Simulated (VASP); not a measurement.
Al4B3P:

```xyz
16
Lattice="3.1000 0.0000 0.0000 -1.5500 2.6847 0.0000 0.0000 0.0000 23.6000" Properties=species:S:1:pos:R:3 pbc="T T T"
Al    1.5500    0.8949    8.3072
Al    0.0000    0.0000   18.7148
Al    0.0000    0.0000    4.8852
Al    0.0000    0.0000   21.9716
Al    0.0000    0.0000    1.6284
Al    0.0000    1.7898   15.2928
Al    0.0000    1.7898   10.5964
Al    1.5500    0.8949   13.0036
B     1.5500    0.8949   20.3432
B     0.0000    1.7898   20.3432
B     0.0000    1.7898    3.2568
B     1.5500    0.8949    3.2568
B     0.0000    1.7898    0.0000
B     1.5500    0.8949    0.0000
P     0.0000    1.7898    6.6080
P     1.5500    0.8949   16.9920
```

The cell was built by a generator and needn't be a form met in nature.

```yaml
Program: VASP 6.6.1
Task: relaxation of cell and atoms
Functional: PBE
Potentials_or_basis: VASP PAW PBE potentials, release 64 (Al, B, P)
Cutoff: 520 eV
k_mesh: 5 × 5 × 1
Occupations: gaussian, width 0.15 eV
Spin: no spin polarisation
```

At the start: pressure -2.2 GPa; volume 12.28 Å³/atom.

Question: How do energy, volume and symmetry change on relaxing?

Answer: Over 11 steps the energy falls by 8.3 meV/atom and the volume is 12.03 Å³/atom (-2.0 %); space group P-3m1 (No. 164, to 0.05 Å).

Step by step:
```
step  energy change (eV)  largest force (eV/Å)  pressure (GPa)  volume (Å³)
   1              0.0000                0.4375           -2.20       196.41
   2             -0.1092                0.2246            0.77       191.63
   3             -0.1096                0.2237            0.61       191.90
   4             -0.1211                0.1839           -0.02       192.81
   5             -0.1244                0.1586           -0.63       193.65
   6             -0.1314                0.0871           -0.20       192.85
   7             -0.1319                0.1030           -0.01       192.53
   8             -0.1319                0.0977           -0.01       192.57
   9             -0.1318                0.0916           -0.08       192.71
  10             -0.1319                0.0981           -0.04       192.61
  11             -0.1335                0.0529            0.04       192.47
```

Final structure:
```
Al B P
1.0
     3.05803    0.00000    0.00000
    -1.52902    2.64833    0.00000
     0.00000    0.00000   23.76508
Al B P
8 6 2
Cartesian
  1.5290 0.8828 8.4077
  0.0000 0.0000 18.8551
  0.0000 0.0000 4.9099
  0.0000 0.0000 22.1208
  0.0000 0.0000 1.6443
  0.0000 1.7656 15.3574
  0.0000 1.7656 10.7300
  1.5290 0.8828 13.0351
  1.5290 0.8828 20.5218
  0.0000 1.7656 20.4706
  0.0000 1.7656 3.2433
  1.5290 0.8828 3.2945
  0.0000 1.7656 23.7639
  1.5290 0.8828 0.0012
  0.0000 1.7656 6.6229
  1.5290 0.8828 17.1422
```

Caveat: the k mesh is coarse (spacing up to 0.47 Å⁻¹), so the values aren't converged.
